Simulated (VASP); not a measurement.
These are r2SCAN meta-GGA, VASP's PBE PAW potentials (set 64) (plane waves; VASP) values and carry that method's errors.

VASP input:

### POSCAR
```
AuAl2(111) slab
1
    4.2426410000    -0.0000000000    -0.0000000000
   -2.1213200000     3.6742350000     0.0000000000
    0.0000000000     0.0000000000    25.3923050000
Al Au
6 3
Direct
  0.6666670000   0.3333330000   0.3294710000
  0.3333330000   0.6666670000   0.4658940000
  0.0000000000   0.0000000000   0.3976830000
  0.0000000000   0.0000000000   0.6023170000
  0.6666670000   0.3333330000   0.5341060000
  0.3333330000   0.6666670000   0.6705290000
  0.3333330000   0.6666670000   0.3635770000
  0.0000000000   0.0000000000   0.5000000000
  0.6666670000   0.3333330000   0.6364230000
```

### INCAR
```
SYSTEM = AuAl2(111) slab
PREC = Normal
ENCUT = 400
EDIFF = 1E-5
NELM = 100
ALGO = Normal
LREAL = .FALSE.
LASPH = .TRUE.
ISMEAR = 1
SIGMA = 0.1
METAGGA = R2SCAN
LMIXTAU = .TRUE.
LMAXMIX = 6
LWAVE = .TRUE.
LCHARG = .FALSE.
NELMIN = 4
LDIPOL = .TRUE.
IDIPOL = 3
DIPOL = 0.5 0.5 0.5
IBRION = 2
ISIF = 2
NSW = 50
EDIFFG = -0.03
```

File KPOINTS:
```
Automatic mesh
0
Gamma
8 8 1
0 0 0
```

POTCAR, in this order: Al Au (PBE.64 set). Program: vasp_std.

What VASP printed:

### OUTCAR
```
 ion  position               nearest neighbor table
   1  0.667  0.333  0.329-   7 2.60   7 2.60   7 2.60   3 3.00   3 3.00   3 3.00
   2  0.333  0.667  0.466-   7 2.60   8 2.60   8 2.60   8 2.60   3 3.00   3 3.00   3 3.00   5 3.00
                             5 3.00   5 3.00
   3  0.000  0.000  0.398-   8 2.60   7 2.60   7 2.60   7 2.60   2 3.00   2 3.00   2 3.00   1 3.00
                             1 3.00   1 3.00
   4  0.000  0.000  0.602-   8 2.60   9 2.60   9 2.60   9 2.60   5 3.00   5 3.00   5 3.00   6 3.00
                             6 3.00   6 3.00
   5  0.667  0.333  0.534-   9 2.60   8 2.60   8 2.60   8 2.60   4 3.00   4 3.00   4 3.00   2 3.00
                             2 3.00   2 3.00
   6  0.333  0.667  0.671-   9 2.60   9 2.60   9 2.60   4 3.00   4 3.00   4 3.00
   7  0.333  0.667  0.364-   2 2.60   3 2.60   1 2.60   1 2.60   3 2.60   3 2.60   1 2.60
   8  0.000  0.000  0.500-   3 2.60   4 2.60   2 2.60   5 2.60   2 2.60   5 2.60   5 2.60   2 2.60
  LATTYP: Found a hexagonal cell.
 ALAT       =     4.2426410000
 C/A-ratio  =     5.9850232438
 Subroutine PRICEL returns:
 Original cell was already a primitive cell.
 Subroutine GETGRP returns: Found 12 space group operations
The static configuration has the point symmetry D_3d.
The dynamic configuration has the point symmetry D_3d.
 Subroutine INISYM returns: Found 12 space group operations
 Subroutine IBZKPT returns following result:
 Found     10 irreducible k-points:

...
```

File OSZICAR:
```
...
DAV:   4    -0.194241939785E+03   -0.18362E-03   -0.12279E-04   600   0.633E-02    0.721E-03
DAV:   5    -0.194242011775E+03   -0.71990E-04   -0.45005E-05   440   0.500E-02    0.325E-03
DAV:   6    -0.194242089988E+03   -0.78213E-04   -0.19903E-05   416   0.333E-02    0.197E-03
DAV:   7    -0.194242103383E+03   -0.13395E-04   -0.10699E-05   400   0.278E-02    0.114E-03
DAV:   8    -0.194242122652E+03   -0.19269E-04   -0.15693E-05   440   0.448E-02    0.660E-04
DAV:   9    -0.194242126086E+03   -0.34344E-05   -0.93146E-06   384   0.344E-02
   4 F= -.19424213E+03 E0= -.19424278E+03  d E =-.679617E-01
       N       E                     dE             d eps       ncg     rms          rms(c)
DAV:   1    -0.194242188928E+03   -0.66276E-04   -0.10548E+00   600   0.477E+00    0.993E-02
DAV:   2    -0.194239487496E+03    0.27014E-02   -0.15781E-02   676   0.805E-01    0.867E-02
DAV:   3    -0.194242911495E+03   -0.34240E-02   -0.14727E-03   630   0.221E-01    0.649E-02
DAV:   4    -0.194243981949E+03   -0.10705E-02   -0.60933E-04   632   0.128E-01    0.310E-02
DAV:   5    -0.194245024059E+03   -0.10421E-02   -0.48926E-04   608   0.122E-01    0.100E-02
DAV:   6    -0.194245298202E+03   -0.27414E-03   -0.91832E-05   598   0.592E-02    0.662E-03
DAV:   7    -0.194245425627E+03   -0.12743E-03   -0.74264E-05   566   0.720E-02    0.302E-03
DAV:   8    -0.194245494487E+03   -0.68859E-04   -0.55726E-05   512   0.685E-02    0.156E-03
DAV:   9    -0.194245534577E+03   -0.40090E-04   -0.45866E-05   520   0.693E-02    0.118E-03
DAV:  10    -0.194245557300E+03   -0.22723E-04   -0.13841E-05   414   0.388E-02    0.518E-04
DAV:  11    -0.194245571006E+03   -0.13706E-04   -0.20689E-06   416   0.137E-02    0.445E-04
DAV:  12    -0.194245578475E+03   -0.74696E-05   -0.28419E-06   360   0.184E-02
   5 F= -.19424558E+03 E0= -.19424611E+03  d E =-.345239E-02
       N       E                     dE             d eps       ncg     rms          rms(c)
DAV:   1    -0.194236028833E+03    0.95422E-02   -0.40066E+00   600   0.931E+00    0.202E-01
DAV:   2    -0.194232763760E+03    0.32651E-02   -0.58350E-02   704   0.154E+00    0.170E-01
DAV:   3    -0.194242694446E+03   -0.99307E-02   -0.52859E-03   650   0.396E-01    0.124E-01
DAV:   4    -0.194244067726E+03   -0.13733E-02   -0.20594E-03   652   0.246E-01    0.620E-02
DAV:   5    -0.194247287266E+03   -0.32195E-02   -0.18748E-03   608   0.234E-01    0.186E-02
DAV:   6    -0.194247919439E+03   -0.63217E-03   -0.23064E-04   666   0.936E-02    0.122E-02
DAV:   7    -0.194248169514E+03   -0.25008E-03   -0.13256E-04   612   0.815E-02    0.592E-03
DAV:   8    -0.194248259937E+03   -0.90422E-04   -0.95599E-05   592   0.854E-02    0.276E-03
DAV:   9    -0.194248302721E+03   -0.42784E-04   -0.80484E-05   584   0.924E-02    0.202E-03
DAV:  10    -0.194248394623E+03   -0.91902E-04   -0.19322E-05   422   0.454E-02    0.104E-03
DAV:  11    -0.194248411719E+03   -0.17097E-04   -0.89836E-06   448   0.308E-02    0.655E-04
DAV:  12    -0.194248465658E+03   -0.53939E-04   -0.74545E-06   376   0.303E-02    0.490E-04
DAV:  13    -0.194248453307E+03    0.12351E-04   -0.26479E-06   376   0.139E-02    0.404E-04
DAV:  14    -0.194248464267E+03   -0.10960E-04   -0.26036E-06   376   0.126E-02    0.364E-04
DAV:  15    -0.194248453084E+03    0.11183E-04   -0.43382E-06   368   0.235E-02    0.284E-04
DAV:  16    -0.194248474252E+03   -0.21168E-04   -0.17432E-06   368   0.122E-02    0.209E-04
DAV:  17    -0.194248478319E+03   -0.40671E-05   -0.17595E-06   360   0.152E-02
   6 F= -.19424848E+03 E0= -.19424876E+03  d E =-.635223E-02
       N       E                     dE             d eps       ncg     rms          rms(c)
DAV:   1    -0.194249192568E+03   -0.71832E-03   -0.62338E-01   600   0.379E+00    0.913E-02
DAV:   2    -0.194247678683E+03    0.15139E-02   -0.99749E-03   720   0.660E-01    0.861E-02
DAV:   3    -0.194249570560E+03   -0.18919E-02   -0.86793E-04   696   0.180E-01    0.603E-02
DAV:   4    -0.194250195123E+03   -0.62456E-03   -0.29672E-04   632   0.122E-01    0.328E-02
DAV:   5    -0.194251085079E+03   -0.88996E-03   -0.59997E-04   600   0.140E-01    0.957E-03
DAV:   6    -0.194251355726E+03   -0.27065E-03   -0.11627E-04   616   0.741E-02    0.596E-03
DAV:   7    -0.194251415564E+03   -0.59837E-04   -0.32693E-05   430   0.457E-02    0.359E-03
DAV:   8    -0.194251477303E+03   -0.61740E-04   -0.47295E-05   500   0.537E-02    0.183E-03
DAV:   9    -0.194251513000E+03   -0.35696E-04   -0.32961E-05   472   0.528E-02    0.118E-03
DAV:  10    -0.194251518594E+03   -0.55947E-05   -0.85882E-06   388   0.300E-02
   7 F= -.19425152E+03 E0= -.19425187E+03  d E =-.304027E-02
       N       E                     dE             d eps       ncg     rms          rms(c)
DAV:   1    -0.194238453542E+03    0.13059E-01   -0.43989E+00   600   0.101E+01    0.242E-01
DAV:   2    -0.194238478001E+03   -0.24459E-04   -0.68331E-02   744   0.172E+00    0.226E-01
DAV:   3    -0.194247519121E+03   -0.90411E-02   -0.51265E-03   700   0.409E-01    0.157E-01
DAV:   4    -0.194249221774E+03   -0.17027E-02   -0.17462E-03   654   0.246E-01    0.828E-02
DAV:   5    -0.194253128411E+03   -0.39066E-02   -0.33764E-03   600   0.311E-01    0.240E-02
DAV:   6    -0.194254319686E+03   -0.11913E-02   -0.67776E-04   632   0.183E-01    0.147E-02
DAV:   7    -0.194254493619E+03   -0.17393E-03   -0.17496E-04   636   0.106E-01    0.881E-03
DAV:   8    -0.194254528537E+03   -0.34918E-04   -0.14780E-04   604   0.101E-01    0.423E-03
DAV:   9    -0.194254700696E+03   -0.17216E-03   -0.84970E-05   552   0.795E-02    0.277E-03
DAV:  10    -0.194254674961E+03    0.25735E-04   -0.58024E-05   504   0.714E-02    0.170E-03
DAV:  11    -0.194254686204E+03   -0.11243E-04   -0.24532E-05   444   0.496E-02    0.987E-04
DAV:  12    -0.194254754863E+03   -0.68659E-04   -0.41719E-05   568   0.732E-02    0.113E-03
DAV:  13    -0.194254757829E+03   -0.29661E-05   -0.22807E-06   398   0.127E-02
   8 F= -.19425476E+03 E0= -.19425538E+03  d E =-.627951E-02
       N       E                     dE             d eps       ncg     rms          rms(c)
DAV:   1    -0.194254762834E+03   -0.79718E-05   -0.10348E-02   600   0.489E-01    0.118E-02
DAV:   2    -0.194254549472E+03    0.21336E-03   -0.22423E-04   640   0.104E-01    0.103E-02
DAV:   3    -0.194254403690E+03    0.14578E-03   -0.96616E-05   488   0.658E-02    0.729E-03
DAV:   4    -0.194254736024E+03   -0.33233E-03   -0.63604E-05   448   0.538E-02    0.326E-03
DAV:   5    -0.194254748557E+03   -0.12533E-04   -0.33961E-05   424   0.441E-02    0.137E-03
DAV:   6    -0.194254817680E+03   -0.69123E-04   -0.10990E-05   424   0.247E-02    0.791E-04
DAV:   7    -0.194254802932E+03    0.14747E-04   -0.49282E-06   376   0.201E-02    0.675E-04
DAV:   8    -0.194254809040E+03   -0.61076E-05   -0.48231E-06   406   0.220E-02
   9 F= -.19425481E+03 E0= -.19425543E+03  d E =-.633072E-02
       N       E                     dE             d eps       ncg     rms          rms(c)
DAV:   1    -0.194252298673E+03    0.25043E-02   -0.91333E-01   600   0.442E+00    0.773E-02
DAV:   2    -0.194249721038E+03    0.25776E-02   -0.13533E-02   692   0.745E-01    0.788E-02
DAV:   3    -0.194252356109E+03   -0.26351E-02   -0.98617E-04   636   0.183E-01    0.638E-02
DAV:   4    -0.194253503940E+03   -0.11478E-02   -0.42032E-04   632   0.108E-01    0.310E-02
DAV:   5    -0.194254631097E+03   -0.11272E-02   -0.58945E-04   616   0.130E-01    0.887E-03
DAV:   6    -0.194254992436E+03   -0.36134E-03   -0.11694E-04   604   0.920E-02    0.670E-03
DAV:   7    -0.194254967195E+03    0.25241E-04   -0.11542E-04   592   0.111E-01    0.302E-03
DAV:   8    -0.194255084586E+03   -0.11739E-03   -0.56534E-05   560   0.794E-02    0.163E-03
DAV:   9    -0.194255022021E+03    0.62565E-04   -0.21823E-05   432   0.501E-02    0.107E-03
DAV:  10    -0.194255066660E+03   -0.44640E-04   -0.16483E-05   440   0.471E-02    0.697E-04
DAV:  11    -0.194255068404E+03   -0.17438E-05   -0.43926E-06   376   0.187E-02
  10 F= -.19425507E+03 E0= -.19425577E+03  d E =-.259364E-03
```

File OUTCAR:
```
------------------------ aborting loop because EDIFF is reached ----------------------------------------
  FORCE on cell =-STRESS in cart. coord.  units (eV):
  Direction    XX          YY          ZZ          XY          YZ          ZX
  --------------------------------------------------------------------------------------
  Total        0.3982695      0.3982695      0.0068653      0.0000001      0.0000000      0.0000000
  in kB        1.6120639      1.6120640      0.0277886      0.0000002      0.0000000      0.0000000
  external PRESSURE =       1.0839722 kB  Pullay stress =       0.0000000 kB
  volume of cell :      395.83
      direct lattice vectors                 reciprocal lattice vectors
     4.242641000  0.000000000  0.000000000     0.235702243  0.136082717  0.000000000
    -2.121320000  3.674235000  0.000000000     0.000000000  0.272165498  0.000000000
     0.000000000  0.000000000 25.392305000     0.000000000  0.000000000  0.039382010
 POSITION                                       TOTAL-FORCE (eV/Angst)
 -----------------------------------------------------------------------------------
      2.12132      1.22474      8.53297         0.000000     -0.000000     -0.000917
     -0.00000      2.44949     11.82410         0.000000      0.000000      0.003060
     -2.12132      3.67423     10.06728        -0.000000      0.000000      0.002711
      0.00000      0.00000     15.32503         0.000000     -0.000000     -0.002711
      2.12132      1.22474     13.56821         0.000000      0.000000     -0.003060
     -0.00000      2.44949     16.85934        -0.000000      0.000000      0.000917
     -0.00000      2.44949      9.23701         0.000000     -0.000000     -0.006277
      0.00000      0.00000     12.69615         0.000000      0.000000      0.000000
      2.12132      1.22474     16.15529        -0.000000      0.000000      0.006277
 -----------------------------------------------------------------------------------
    total drift:                               -0.000000     -0.000000      0.000000
  FREE ENERGIE OF THE ION-ELECTRON SYSTEM (eV)
  ---------------------------------------------------
  free  energy   TOTEN  =      -194.2550684042 eV

  energy  without entropy=     -194.2571607371  energy(sigma->0) =     -194.25576585

 reached required accuracy - stopping structural energy minimisation
```
(Selected blocks of OUTCAR.)

**CONTCAR**
```
AuAl2(111) slab
   1.00000000000000
     4.2426409999999999    0.0000000000000000    0.0000000000000000
    -2.1213199999999999    3.6742349999999999    0.0000000000000000
     0.0000000000000000    0.0000000000000000   25.3923050000000003
  Al              Au
     6     3
Direct
     0.6666669999999968    0.3333330000000032    0.3360453318871943
     0.3333330000000032    0.6666669999999968    0.4656566283169960
     0.0000000000000000    1.0000000000000000    0.3964696810001844
     0.0000000000000000    0.0000000000000000    0.6035303189998156
     0.6666669999999968    0.3333330000000032    0.5343433716830041
     0.3333330000000032    0.6666669999999968    0.6639546681128055
     0.3333330000000032    0.6666669999999968    0.3637720898031239
     0.0000000000000000    0.0000000000000000    0.5000000000000000
     0.6666669999999968    0.3333330000000032    0.6362279101968760
```

The cell is a thin slab with vacuum, built from AuAl2 (fluorite): (111) face.
